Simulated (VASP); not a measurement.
```xyz
2
Lattice="0.0000 3.1246 3.1246 3.1246 0.0000 3.1246 3.1246 3.1246 0.0000" Properties=species:S:1:pos:R:3 pbc="T T T"
K      0.0000     0.0000     0.0000
Cl     3.1246     3.1246     3.1246
```

The numbers are results of PW91 GGA, VASP's PBE PAW potentials (set 64) (plane waves; VASP), not measurements. Run with 520 eV cut-off, 7×7×7 Γ-centred mesh, Gaussian smearing of 0.050 eV, potentials K_sv Cl.

### Question
Predict the energy per atom (σ→0), pressure, band gap (on the k-mesh) with the smallest direct gap where there is one.

### Answer

| Quantity | Result |
|---|---|
| band gap (on the k-mesh) | 5.29 eV |
| smallest direct gap (on the k-mesh) | 5.29 eV |
| energy per atom (σ→0) | -3.429 eV/atom |
| pressure | 1.13 GPa |

The compound is KCl in the rock salt structure. This cell is one point of a volume scan, at 0.94 of the reference volume.
